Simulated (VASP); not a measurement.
These are r2SCAN meta-GGA, VASP's PBE PAW potentials (set 64) (plane waves; VASP) values and carry that method's errors.

VASP ran on this input.

### KPOINTS
```
Automatic mesh
0
Gamma
7 7 2
0 0 0
```

**POSCAR**
```
MoTe2
1.0
  1.7812607769  -3.0852337311   0.0000000000
  1.7812607769   3.0852337311   0.0000000000
  0.0000000000   0.0000000000  14.6148866214
Te Mo
4 2
Cart
  1.7812607769   1.0284133005  12.7511688634
  1.7812607769  -1.0284133005   5.4437255527
  1.7812607769  -1.0284133005   1.8637177580
  1.7812607769   1.0284133005   9.1711610687
  1.7812607769   1.0284133005   3.6537216554
  1.7812607769  -1.0284133005  10.9611649660
```

INCAR:
```
SYSTEM = MoTe2
PREC = Accurate
ENCUT = 400
EDIFF = 1E-6
NELM = 100
ALGO = Normal
LREAL = .FALSE.
LASPH = .TRUE.
ISMEAR = 0
SIGMA = 0.05
METAGGA = R2SCAN
LMIXTAU = .TRUE.
LMAXMIX = 4
LWAVE = .FALSE.
LCHARG = .FALSE.
IBRION = 2
ISIF = 3
NSW = 60
EDIFFG = -0.02
```

POTCAR, in this order: Te Mo_sv (PBE.64 set). Program: vasp_std.

The run wrote:

File OSZICAR:
```
       N       E                     dE             d eps       ncg     rms          rms(c)
DAV:   1     0.209511502501E+03    0.20951E+03   -0.24839E+04  1216   0.125E+03
DAV:   2    -0.151141452760E+03   -0.36065E+03   -0.35417E+03  1281   0.317E+02
DAV:   3    -0.170983236800E+03   -0.19842E+02   -0.19643E+02  1204   0.626E+01
DAV:   4    -0.171549426064E+03   -0.56619E+00   -0.56403E+00  1247   0.105E+01
DAV:   5    -0.171565572878E+03   -0.16147E-01   -0.16132E-01  1318   0.180E+00    0.236E+01
DAV:   6    -0.164143189629E+03    0.74224E+01   -0.96729E+00  1147   0.229E+01    0.857E+00
DAV:   7    -0.160468150878E+03    0.36750E+01   -0.40554E+00  1203   0.890E+00    0.475E+00
DAV:   8    -0.158872337481E+03    0.15958E+01   -0.21937E+00  1231   0.748E+00    0.426E+00
DAV:   9    -0.157651792276E+03    0.12205E+01   -0.24152E-01  1140   0.301E+00    0.195E+00
DAV:  10    -0.156834270239E+03    0.81752E+00   -0.43713E-01  1340   0.431E+00    0.522E-01
DAV:  11    -0.155994919397E+03    0.83935E+00   -0.12230E-01  1055   0.223E+00    0.568E-01
DAV:  12    -0.155990642416E+03    0.42770E-02   -0.42203E-03  1216   0.401E-01    0.288E-01
DAV:  13    -0.155454405204E+03    0.53624E+00   -0.13175E-01  1027   0.210E+00    0.204E-01
DAV:  14    -0.155387924004E+03    0.66481E-01   -0.94685E-03  1119   0.556E-01    0.227E-01
DAV:  15    -0.155336147481E+03    0.51777E-01   -0.34833E-02   992   0.121E+00    0.272E-01
DAV:  16    -0.155386250637E+03   -0.50103E-01   -0.38597E-02  1008   0.140E+00    0.379E-01
DAV:  17    -0.155603289731E+03   -0.21704E+00   -0.64294E-02   992   0.126E+00    0.609E-01
DAV:  18    -0.155611938676E+03   -0.86489E-02   -0.25382E-03  1309   0.205E-01    0.447E-01
DAV:  19    -0.155653782168E+03   -0.41843E-01   -0.11992E-02  1007   0.731E-01    0.698E-01
DAV:  20    -0.155653256657E+03    0.52551E-03   -0.38858E-04  1217   0.966E-02    0.623E-01
DAV:  21    -0.155654746958E+03   -0.14903E-02   -0.27634E-03  1013   0.355E-01    0.759E-01
DAV:  22    -0.155655319571E+03   -0.57261E-03   -0.99243E-03  1202   0.406E-01    0.782E-01
DAV:  23    -0.155655241806E+03    0.77765E-04   -0.66675E-04  1104   0.117E-01    0.901E-01
DAV:  24    -0.155654420137E+03    0.82167E-03   -0.10623E-03  1256   0.143E-01    0.906E-01
DAV:  25    -0.155645402371E+03    0.90178E-02   -0.78786E-03  1072   0.583E-01    0.683E-01
DAV:  26    -0.155643829959E+03    0.15724E-02   -0.13264E-03  1247   0.158E-01    0.859E-01
DAV:  27    -0.155657738894E+03   -0.13909E-01   -0.15119E-02  1070   0.724E-01    0.135E+00
DAV:  28    -0.155657870209E+03   -0.13132E-03   -0.27463E-03  1100   0.321E-01    0.141E+00
DAV:  29    -0.155658832095E+03   -0.96189E-03   -0.13346E-03  1006   0.252E-01    0.126E+00
DAV:  30    -0.155658581138E+03    0.25096E-03   -0.36145E-04  1041   0.117E-01    0.858E-01
DAV:  31    -0.155659141587E+03   -0.56045E-03   -0.76672E-04  1090   0.140E-01    0.663E-01
DAV:  32    -0.155659123399E+03    0.18189E-04   -0.19148E-04  1146   0.707E-02    0.562E-01
DAV:  33    -0.155659017970E+03    0.10543E-03   -0.17819E-04   999   0.851E-02    0.454E-01
DAV:  34    -0.155658963961E+03    0.54009E-04   -0.40622E-05  1325   0.408E-02    0.375E-01
DAV:  35    -0.155659075272E+03   -0.11131E-03   -0.16884E-04  1179   0.777E-02    0.209E-01
DAV:  36    -0.155659039496E+03    0.35775E-04   -0.13238E-04  1226   0.581E-02    0.746E-02
DAV:  37    -0.155659054440E+03   -0.14944E-04   -0.36658E-05  1211   0.286E-02    0.480E-02
DAV:  38    -0.155659066052E+03   -0.11611E-04   -0.24983E-05  1029   0.349E-02    0.131E-02
DAV:  39    -0.155659069447E+03   -0.33948E-05   -0.92254E-06   878   0.214E-02    0.158E-02
DAV:  40    -0.155659069641E+03   -0.19433E-06   -0.19710E-06   696   0.994E-03
   1 F= -.15565907E+03 E0= -.15565907E+03  d E =-.155659E+03
```

File OUTCAR:
```
------------------------ aborting loop because EDIFF is reached ----------------------------------------
  FORCE on cell =-STRESS in cart. coord.  units (eV):
  Direction    XX          YY          ZZ          XY          YZ          ZX
  --------------------------------------------------------------------------------------
  Total       -0.0406584     -0.0406584      0.0799759     -0.0000000      0.0000000      0.0000000
  in kB       -0.4055271     -0.4055270      0.7976796     -0.0000000      0.0000000      0.0000000
  external PRESSURE =      -0.0044582 kB  Pullay stress =       0.0000000 kB
  volume of cell :      160.64
      direct lattice vectors                 reciprocal lattice vectors
     1.781260777 -3.085233731  0.000000000     0.280700056 -0.162062276  0.000000000
     1.781260777  3.085233731  0.000000000     0.280700056  0.162062276  0.000000000
     0.000000000  0.000000000 14.614886621     0.000000000  0.000000000  0.068423384
 POSITION                                       TOTAL-FORCE (eV/Angst)
 -----------------------------------------------------------------------------------
      1.78126      1.02841     12.75117        -0.000000      0.000000      0.014661
      1.78126     -1.02841      5.44373        -0.000000      0.000000      0.014661
      1.78126     -1.02841      1.86372        -0.000000      0.000000     -0.014661
      1.78126      1.02841      9.17116        -0.000000      0.000000     -0.014661
      1.78126      1.02841      3.65372         0.000000     -0.000000      0.000000
      1.78126     -1.02841     10.96116         0.000000      0.000000      0.000000
 -----------------------------------------------------------------------------------
    total drift:                               -0.000267      0.001643     -0.000026
  FREE ENERGIE OF THE ION-ELECTRON SYSTEM (eV)
  ---------------------------------------------------
  free  energy   TOTEN  =      -155.6590696409 eV

  energy  without entropy=     -155.6590696409  energy(sigma->0) =     -155.65906964

 reached required accuracy - stopping structural energy minimisation
```
(Selected blocks of OUTCAR.)

The compound is MoTe2 in the 2H layered structure. It was relaxed first, which changed the volume by +7 %. The start is the result of an earlier pass.
